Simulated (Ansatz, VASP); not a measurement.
# BeHg2: VASP beside Ansatz, part 2 of 2

Aim: how closely do two programs agree when they are given the same cell, functional and k mesh? The cell is generated by rule, not measured, and may not be a known phase. The cell is taken from a series of runs on this material, whose earlier steps may have relaxed, scaled, displaced or heated it; both programs get it as it stands.

VASP 6.6.1 and Ansatz 0.2.0.

So far: Set-up; Ansatz: zone-centre phonons, LDA.

### 3. VASP: zone-centre phonons, LDA

Level of this step: LDA; plane waves and PAW (Be, Hg); invented cell (VASP).

The same cell, functional (in two slightly different forms), mesh and smearing now go to VASP, with its own data sets.

Lines of VASP's logs that name or quote its potential files are left out, and so is its time.

Input file INCAR:

```
SYSTEM = BeHg2
PREC = Accurate
ENCUT = 600
EDIFF = 1E-08
NELM = 120
ISMEAR = 1
SIGMA = 0.2
LREAL = .FALSE.
ALGO = Normal
GGA = CA
NBANDS = 19
LORBIT = 11
LWAVE = .FALSE.
LCHARG = .FALSE.
ISIF = 2
IBRION = 8
LASPH = .TRUE.
GGA_COMPAT = .FALSE.
KPAR = 2
```

Input file POSCAR:

```
BeHg2
1.0
    4.5874008262      0.0000000000      0.0000000000
   -2.2937004131      3.9728056528      0.0000000000
    0.0000000000      0.0000000000      3.2110549808
Be Hg
1 2
Direct
    0.0000000000      0.0000000000      0.0000000000
    0.6666666667      0.3333333333      0.9999874254
    0.3333333333      0.6666666667      0.0000125746
```

Input file KPOINTS:

```
Automatic mesh
0
Gamma
12 12 16
0 0 0
```

PAW data sets: Be and Hg (LDA family, release 64).

Started as:

```sh
$ mpirun -np 2 vasp_std
```

Log:

```text
[banner, memory and clock lines left out]
running    2 mpi-ranks, on    1 nodes
 distrk:  each k-point on    1 cores,    2 groups
 distr:  one band on    1 cores,    1 groups

 POSCAR found type information on POSCAR BeHg
 POSCAR found :  2 types and       3 ions
 LDA part: xc-table for (Slater(with rela. corr.)+CA(PZ))
 , standard interpolation
 POSCAR, INCAR and KPOINTS ok, starting setup
 FFT: planning ... GRIDC
 FFT: planning ... GRID_SOFT
 FFT: planning ... GRID
 WAVECAR not read
 entering main loop
       N       E                     dE             d eps       ncg     rms          rms(c)
DAV:   1     0.202195940658E+03    0.20220E+03   -0.14442E+04  9690   0.146E+03
DAV:   2     0.277598867936E+00   -0.20192E+03   -0.19282E+03  9918   0.342E+02
DAV:   3    -0.534126985407E+01   -0.56189E+01   -0.55853E+01 11532   0.626E+01
DAV:   4    -0.535997197735E+01   -0.18702E-01   -0.18682E-01 10499   0.316E+00
DAV:   5    -0.536000528786E+01   -0.33311E-04   -0.33310E-04 10760   0.136E-01    0.995E+00
DAV:   6    -0.481929277918E+01    0.54071E+00   -0.14001E+00 11936   0.125E+01    0.707E+00
DAV:   7    -0.478573142002E+01    0.33561E-01   -0.10786E-01 10220   0.221E+00    0.332E+00
DAV:   8    -0.477671000562E+01    0.90214E-02   -0.88876E-03 10303   0.100E+00    0.119E-01
DAV:   9    -0.477658099500E+01    0.12901E-03   -0.49124E-04 10883   0.248E-01    0.376E-02
DAV:  10    -0.477657907061E+01    0.19244E-05   -0.55103E-05 10476   0.453E-02    0.140E-02
DAV:  11    -0.477658136928E+01   -0.22987E-05   -0.57278E-06 11011   0.230E-02    0.514E-03
DAV:  12    -0.477658116169E+01    0.20759E-06   -0.91791E-07 11312   0.824E-03    0.124E-03
DAV:  13    -0.477658116488E+01   -0.31864E-08   -0.33219E-08  9725   0.113E-03
   1 F= -.47765812E+01 E0= -.47771293E+01  d E =0.164450E-02
 Linear response reoptimize wavefunctions to high precision
DAV:   1    -0.477658116414E+01    0.73260E-09   -0.33281E-09  7979   0.417E-04
DAV:   2    -0.477658116415E+01   -0.50022E-11   -0.17697E-10  5283   0.102E-04
 Linear response DOF=           4
 Linear response progress:
  Degree of freedom:   1/  4
       N       E                     dE             d eps       ncg     rms          rms(c)
RMM:   2    -0.890984517807E-02    0.90236E-04   -0.34395E-04 36974   0.121E-01    0.731E-02
RMM:   3    -0.888067934985E-02    0.29166E-04   -0.10830E-04 37923   0.546E-02    0.350E-02
RMM:   4    -0.892051872766E-02   -0.39839E-04   -0.48683E-05 37766   0.362E-02    0.711E-03
RMM:   5    -0.892377534498E-02   -0.32566E-05   -0.82989E-07 38256   0.605E-03    0.590E-04
RMM:   6    -0.892273416401E-02    0.10412E-05   -0.76394E-09 38755   0.540E-04    0.243E-04
RMM:   7    -0.892188005955E-02    0.85410E-06   -0.76448E-10 39073   0.254E-04    0.337E-05
RMM:   8    -0.892190178193E-02   -0.21722E-07    0.20776E-09 39523   0.339E-05    0.116E-05
RMM:   9    -0.892189240750E-02    0.93744E-08    0.11241E-09 37728   0.100E-05    0.240E-06
 first order change of Fermi-energy   0.10573E-04
 force on displaced ion       1 direction 1 :  -1.997   0.000   0.000
 Linear response progress:
  Degree of freedom:   2/  4
       N       E                     dE             d eps       ncg     rms          rms(c)
RMM:   1    -0.515195999666E-02   -0.51520E-02   -0.11215E-03 16146   0.285E-01
RMM:   2    -0.508959200114E-02    0.62368E-04   -0.39964E-05 15097   0.448E-02    0.374E-02
RMM:   3    -0.506481312218E-02    0.24779E-04   -0.11292E-05 15192   0.187E-02    0.222E-02
RMM:   4    -0.505660843743E-02    0.82047E-05   -0.11530E-05 15175   0.186E-02    0.431E-03
RMM:   5    -0.504682181906E-02    0.97866E-05   -0.75784E-07 15200   0.511E-03    0.513E-04
RMM:   6    -0.504369319648E-02    0.31286E-05   -0.90948E-09 15094   0.569E-04    0.837E-05
RMM:   7    -0.504310509503E-02    0.58810E-06   -0.28538E-10 15428   0.948E-05    0.205E-05
RMM:   8    -0.504311786377E-02   -0.12769E-07   -0.28809E-11 15514   0.185E-05    0.306E-06
RMM:   9    -0.504311926867E-02   -0.14049E-08   -0.24133E-11 12563   0.557E-06    0.502E-07
 first order change of Fermi-energy  -0.10374E-03
 force on displaced ion       1 direction 3 :   0.000   0.000  -1.482
 Linear response progress:
  Degree of freedom:   3/  4
       N       E                     dE             d eps       ncg     rms          rms(c)
RMM:   1    -0.383604000983E+00   -0.38360E+00   -0.15685E-01 69540   0.279E+00
RMM:   2    -0.379004344453E+00    0.45997E-02   -0.16524E-03 65919   0.367E-01    0.148E-01
RMM:   3    -0.378548292366E+00    0.45605E-03   -0.10737E-04 68781   0.600E-02    0.914E-02
RMM:   4    -0.378218016369E+00    0.33028E-03   -0.81752E-05 70845   0.521E-02    0.195E-02
RMM:   5    -0.378238699335E+00   -0.20683E-04   -0.55933E-06 71878   0.128E-02    0.100E-03
RMM:   6    -0.378228836213E+00    0.98631E-05   -0.14615E-07 73869   0.197E-03    0.633E-04
RMM:   7    -0.378227695277E+00    0.11409E-05    0.39595E-09 73639   0.646E-04    0.611E-05
RMM:   8    -0.378227503922E+00    0.19135E-06    0.80260E-09 74911   0.123E-04    0.300E-05
RMM:   9    -0.378227219015E+00    0.28491E-06   -0.12735E-08 72957   0.551E-05    0.880E-06
RMM:  10    -0.378227231036E+00   -0.12021E-07   -0.39206E-08 73220   0.227E-05    0.924E-07
RMM:  11    -0.378227227645E+00    0.33911E-08    0.44556E-10 53806   0.140E-05    0.456E-07
 first order change of Fermi-energy  -0.52179E-06
 force on displaced ion       2 direction 1 : -11.319  -0.000   0.000
 Linear response progress:
  Degree of freedom:   4/  4
       N       E                     dE             d eps       ncg     rms          rms(c)
RMM:   1    -0.365623984504E+00   -0.36562E+00   -0.15201E-01 15172   0.276E+00
RMM:   2    -0.363119832384E+00    0.25042E-02   -0.11537E-03 14818   0.318E-01    0.712E-02
RMM:   3    -0.362654544407E+00    0.46529E-03   -0.13265E-04 14561   0.703E-02    0.347E-02
RMM:   4    -0.362365379252E+00    0.28917E-03   -0.93999E-05 14642   0.595E-02    0.102E-02
RMM:   5    -0.362361761636E+00    0.36176E-05   -0.13670E-06 14783   0.750E-03    0.107E-03
RMM:   6    -0.362343520149E+00    0.18241E-04   -0.16291E-07 14954   0.239E-03    0.746E-04
RMM:   7    -0.362340107714E+00    0.34124E-05   -0.11656E-08 15143   0.670E-04    0.766E-05
RMM:   8    -0.362339125670E+00    0.98204E-06   -0.86308E-10 16075   0.115E-04    0.101E-05
RMM:   9    -0.362339055310E+00    0.70359E-07   -0.36888E-10 16121   0.206E-05    0.558E-06
RMM:  10    -0.362339068439E+00   -0.13129E-07   -0.26963E-10 13063   0.134E-05    0.332E-07
RMM:  11    -0.362339068658E+00   -0.21918E-09   -0.35167E-10  6472   0.106E-05    0.133E-07
 first order change of Fermi-energy  -0.20226E-03
 force on displaced ion       2 direction 3 :  -0.000   0.000  -0.500
 Linear response finished
```

From OUTCAR (step 3):

```text
ion  position               nearest neighbor table
   1  0.000  0.000  0.000-   2 2.65   3 2.65   3 2.65   2 2.65   2 2.65   3 2.65
   2  0.667  0.333  1.000-   1 2.65   1 2.65   1 2.65   3 2.65   3 2.65   3 2.65
   3  0.333  0.667  0.000-   1 2.65   1 2.65   1 2.65   2 2.65   2 2.65   2 2.65

  LATTYP: Found a hexagonal cell.
 ALAT       =     4.5874008262
 C/A-ratio  =     0.6999726212

 Subroutine GETGRP returns: Found 12 space group operations
 (whereof 12 operations were pure point group operations)

The static configuration has the point symmetry D_3d.

 Found    255 irreducible k-points:

   k-points           NKPTS =    255   k-points in BZ     NKDIM =    255   number of bands    NBANDS=     19

   dimension x,y,z NGX =    40 NGY =   40 NGZ =   28
   dimension x,y,z NGXF=    80 NGYF=   80 NGZF=   56

   ENCUT  =  600.0 eV  44.10 Ry    6.64 a.u.   9.16  9.16  6.41*2*pi/ulx,y,z

   NELECT =      26.0000    total number of electrons

 k-points in reciprocal lattice and weights: Automatic mesh
   0.00000000  0.00000000  0.00000000       0.000
   0.08333333  0.00000000  0.00000000       0.003
   0.16666667 -0.00000000  0.00000000       0.003
   0.25000000 -0.00000000  0.00000000       0.003
   0.33333333  0.00000000  0.00000000       0.003
   0.41666667  0.00000000  0.00000000       0.003
   0.50000000 -0.00000000  0.00000000       0.001
   0.08333333  0.08333333  0.00000000       0.003
   0.16666667  0.08333333  0.00000000       0.005
[...]
0.33333333  0.25000000  0.50000000       0.005
   0.33333333  0.33333333  0.50000000       0.001

 average (electrostatic) potential at core
       1 -35.0184       2 -41.1648       3 -41.1648

  Total        0.6652565      0.6652565      0.1445055      0.0000000      0.0000000      0.0000000
  in kB       18.2132717     18.2132717      3.9562441      0.0000000      0.0000000      0.0000000
  external PRESSURE =      13.4609291 kB  Pullay stress =       0.0000000 kB

  energy-cutoff  :      600.00
  volume of cell :       58.52
      direct lattice vectors                 reciprocal lattice vectors
     4.587400826  0.000000000  0.000000000     0.217988364  0.125855640  0.000000000
    -2.293700413  3.972805653  0.000000000     0.000000000  0.251711281  0.000000000
     0.000000000  0.000000000  3.211054981     0.000000000  0.000000000  0.311424129

 POSITION                                       TOTAL-FORCE (eV/Angst)
 -----------------------------------------------------------------------------------
      0.00000      0.00000      0.00000        -0.000000      0.000000      0.000000
      2.29370      1.32427      3.21101        -0.000000      0.000000      0.000011
     -0.00000      2.64854      0.00004         0.000000     -0.000000     -0.000011
 -----------------------------------------------------------------------------------
    total drift:                                0.000000     -0.000000      0.000000

 Eigenvectors and eigenvalues of the dynamical matrix
 ----------------------------------------------------

   1 f  =    7.441391 THz    46.755639 2PiTHz  248.218087 cm-1    30.775107 meV
             X         Y         Z           dx          dy          dz
      0.000000  0.000000  0.000000     0.988931   -0.000003    0.000000
      2.293700  1.324269  3.211015    -0.104918    0.000000    0.000000
     -0.000000  2.648537  0.000040    -0.104918    0.000000    0.000000

   2 f  =    7.441391 THz    46.755639 2PiTHz  248.218087 cm-1    30.775107 meV
             X         Y         Z           dx          dy          dz
      0.000000  0.000000  0.000000     0.000003    0.988931   -0.000000
      2.293700  1.324269  3.211015    -0.000000   -0.104918   -0.000000
     -0.000000  2.648537  0.000040    -0.000000   -0.104918   -0.000000

   3 f  =    6.409818 THz    40.274074 2PiTHz  213.808510 cm-1    26.508865 meV
             X         Y         Z           dx          dy          dz
      0.000000  0.000000  0.000000    -0.000000    0.000000    0.988904
      2.293700  1.324269  3.211015     0.000000   -0.000000   -0.105046
     -0.000000  2.648537  0.000040    -0.000000    0.000000   -0.105046

   4 f  =    5.134440 THz    32.260638 2PiTHz  171.266486 cm-1    21.234328 meV
             X         Y         Z           dx          dy          dz
      0.000000  0.000000  0.000000     0.000000    0.000000    0.000000
      2.293700  1.324269  3.211015    -0.707107    0.000009    0.000000
     -0.000000  2.648537  0.000040     0.707107   -0.000009   -0.000000

   5 f  =    5.134440 THz    32.260638 2PiTHz  171.266486 cm-1    21.234328 meV
             X         Y         Z           dx          dy          dz
      0.000000  0.000000  0.000000    -0.000000   -0.000000   -0.000000
      2.293700  1.324269  3.211015    -0.000009   -0.707107    0.000000
     -0.000000  2.648537  0.000040     0.000009    0.707107    0.000000

   6 f  =    0.558296 THz     3.507875 2PiTHz   18.622738 cm-1     2.308924 meV
             X         Y         Z           dx          dy          dz
      0.000000  0.000000  0.000000     0.000000   -0.000000    0.000000
      2.293700  1.324269  3.211015     0.000000   -0.000000    0.707107
     -0.000000  2.648537  0.000040     0.000000   -0.000000   -0.707107

   7 f/i=    0.001090 THz     0.006850 2PiTHz    0.036366 cm-1     0.004509 meV
             X         Y         Z           dx          dy          dz
      0.000000  0.000000  0.000000    -0.093724   -0.115027   -0.000000
      2.293700  1.324269  3.211015    -0.441711   -0.542110   -0.000000
     -0.000000  2.648537  0.000040    -0.441711   -0.542110   -0.000000

   8 f/i=    0.001090 THz     0.006850 2PiTHz    0.036366 cm-1     0.004509 meV
             X         Y         Z           dx          dy          dz
      0.000000  0.000000  0.000000    -0.115027    0.093724   -0.000000
      2.293700  1.324269  3.211015    -0.542110    0.441711   -0.000000
     -0.000000  2.648537  0.000040    -0.542110    0.441711   -0.000000

   9 f/i=    0.002111 THz     0.013264 2PiTHz    0.070414 cm-1     0.008730 meV
             X         Y         Z           dx          dy          dz
      0.000000  0.000000  0.000000     0.000000    0.000000   -0.148557
      2.293700  1.324269  3.211015     0.000000    0.000000   -0.699261
     -0.000000  2.648537  0.000040     0.000000    0.000000   -0.699261

 ELASTIC MODULI CONTR FROM IONIC RELAXATION (kBar)
 Direction    XX          YY          ZZ          XY          YZ          ZX
 --------------------------------------------------------------------------------
 XX        -491.5383    491.5227      0.0289      0.0000      0.2246      0.0000
 YY         491.5227   -491.5383      0.0289     -0.0000     -0.2246     -0.0000
 ZZ           0.0289      0.0289     -0.1064     -0.0000      0.0000     -0.0000
 XY           0.0000     -0.0000     -0.0000   -491.5305     -0.0000     -0.0327
 YZ           0.2246     -0.2246      0.0000     -0.0000     -0.0001     -0.0000
 ZX           0.0000     -0.0000     -0.0000     -0.0327     -0.0000     -0.0000
 --------------------------------------------------------------------------------
```

### 4. Differences

Known differences besides the potentials themselves: the two LDA forms differ slightly; the data sets hold 44 valence electrons in Ansatz (on norm-conserving files, of PseudoDojo where its log says so) and 26 in VASP; the cutoff is 1197.3 eV in Ansatz and 600 eV in VASP; VASP's log shows a relativistic correction to its local exchange, Ansatz's none. Total energies have different zeros and are not compared.

Compared:

```tsv
quantity	Ansatz	VASP	difference
optical mode 1 (cm⁻¹)	27.5	18.6	+8.8
optical mode 2 to 3 (cm⁻¹)	165.2	171.3	-3.57 %
optical mode 4 (cm⁻¹)	216.1	213.8	+1.08 %
optical mode 5 to 6 (cm⁻¹)	238.8	248.2	-3.81 %
```

Modes are paired by rising frequency, not by their patterns, so a pair may set unlike modes beside each other; they are those without the splitting of longitudinal modes.

### 5. Results

```yaml
r_m_s_difference_of_the_optical_zone_centre_modes_each_program_s_sorted_by_frequency_zone_centre_phonons_lda: 7.5 cm⁻¹
difference_in_optical_mode_5_to_6_zone_centre_phonons_lda: -3.8 %
```

In words: The r.m.s. difference of the optical zone-centre modes, each program's sorted by frequency is 7.5 cm⁻¹ (zone-centre phonons, LDA). The data sets hold unlike numbers of valence electrons (44 in Ansatz and 26 in VASP), so part of the differences comes from the potentials. Among the rows given in per cent, the largest difference of the zone-centre phonons, LDA pair is in optical mode 5 to 6, -3.8 %. What causes the difference of the zone-centre phonons, LDA pair stays open here. How closely two codes agree says nothing of how well the functional describes the real material.

[Lines on the potential files, build, host, timing and source positions are cut from VASP's logs without a mark.]

[Logs are printed without paths, hosts, clocks, repeated set-up lines and the standing remarks that a program may print on its own settings, such as how far it seeks lower states.]

[Hosts, paths, dates, database ids (printed as entryN), source tags and the programs' standing remarks are cut or masked in the printed files.]
